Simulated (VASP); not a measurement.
Energy against volume of NaF (rock salt). Method: LDA (Ceperley-Alder, Perdew-Zunger), VASP's LDA PAW potentials (set 64) (plane waves; VASP).

| V (Å³/atom) | E (eV/atom) |
|---|---|
| 10.739 | -4.65648 |
| 11.082 | -4.66378 |
| 11.425 | -4.66631 |
| 11.767 | -4.66482 |
| 12.110 | -4.65996 |

Task: Fit a third-order Birch-Murnaghan equation of state.

Result: 
| Item | Value |
|---|---|
| volume per atom | 11.46 Å^3/atom |
| bulk modulus | 61.5 GPa |
| pressure derivative of the bulk modulus | 4.80 |
| lattice constant a | 4.509 Å |

The compound is NaF in the rock salt structure. It was relaxed first, which changed the volume by -8 %.
